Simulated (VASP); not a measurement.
For cubic SiC (zinc blende), PBE GGA, VASP's PBE PAW potentials (set 64) in VASP 6.6.1 gives ε∞ = 7.00, a static ε₀ = 10.34 and a transverse optical mode at 775 cm⁻¹.

Task: Estimate the longitudinal optical frequency at Γ.

Result: By the Lyddane-Sachs-Teller relation, ω_LO = ω_TO √(ε₀/ε∞) = 775 × √(10.34/7.00) = 942 cm⁻¹.

Measured: ε∞ 6.52 (computed value off by +7.4 %), as given by Jonathan H. Skone et al., Physical Review B (2014), arXiv:1501.03184.

The compound is SiC in the zinc blende structure. It was relaxed first.
